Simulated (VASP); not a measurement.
```xyz
5
Lattice="-2.7206 2.7206 2.7206 2.7206 -2.7206 2.7206 2.7206 2.7206 -2.7206" Properties=species:S:1:pos:R:3 pbc="T T T"
Ge     0.0000     0.0000     0.0000
F      1.7371    -1.7371     1.7371
F      0.9834     0.9834     0.9834
F     -1.7371     1.7371     1.7371
F      1.7371     1.7371    -1.7371
```

Calculation: PBEsol GGA, VASP's PBE PAW potentials (set 64) (plane waves; VASP). Numerical set-up: 520 eV cut-off, 7×7×7 Γ-centred mesh, tetrahedra with Blöchl corrections, potentials Ge_d F.

The cores are frozen, which limits the accuracy of field gradients.

### Question
Give the principal components of the electric field gradient (V/Å²) and the asymmetry η at each nucleus.

### Answer

```tsv
atom	Vxx	Vyy	Vzz	η
Ge1	0.0	0.0	0.0	-
F2	-95.0	-95.0	190.0	0.00
F3	-95.0	-95.0	189.9	0.00
F4	-95.0	-95.0	190.0	0.00
F5	-95.0	-95.0	190.0	0.00
```

The structure comes from a computed database's GeF4 entry (I-43m); how it stands against other phases isn't given here. It was relaxed first, which changed the volume by +7 %.
